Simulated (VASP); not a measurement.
OSZICAR of a VASP run on MgI₂ (1T layered):

OSZICAR:
```
       N       E                     dE             d eps       ncg     rms          rms(c)
DAV:   1     0.752436162452E+02    0.75244E+02   -0.51884E+03   408   0.852E+02
DAV:   2    -0.249859166826E+01   -0.77742E+02   -0.72735E+02   624   0.141E+02
DAV:   3    -0.774510422749E+01   -0.52465E+01   -0.52260E+01   512   0.452E+01
DAV:   4    -0.783954585438E+01   -0.94442E-01   -0.94416E-01   544   0.760E+00
DAV:   5    -0.784130046910E+01   -0.17546E-02   -0.17546E-02   524   0.104E+00    0.406E+00
DAV:   6    -0.771804513862E+01    0.12326E+00   -0.14575E-01   460   0.211E+00    0.280E+00
DAV:   7    -0.769483453757E+01    0.23211E-01   -0.14292E-01   452   0.214E+00    0.725E-01
DAV:   8    -0.769303140043E+01    0.18031E-02   -0.98982E-03   452   0.604E-01    0.239E-01
DAV:   9    -0.769318536575E+01   -0.15397E-03   -0.94756E-04   488   0.223E-01    0.959E-02
DAV:  10    -0.769317230681E+01    0.13059E-04   -0.30585E-05   500   0.474E-02    0.395E-02
DAV:  11    -0.769317973372E+01   -0.74269E-05   -0.20278E-05   436   0.334E-02    0.321E-02
DAV:  12    -0.769318022555E+01   -0.49182E-06   -0.12736E-06   384   0.730E-03
   1 F= -.76931802E+01 E0= -.76931802E+01  d E =-.229008E-14
```

Task: Which electronic solver shows in the log?

Result: It is blocked Davidson (ALGO = Normal, or the opening steps of other solvers). The INCAR had ALGO = Normal.

Task: Can the final energy be trusted as converged?

Result: Self-consistency was reached. It stopped with EDIFF = 1E-6, NELM = 100 (PBE GGA, plane waves, VASP's PBE PAW potentials (set 64)).

The compound is MgI2 in the 1T layered structure. The cell was not relaxed at this level.
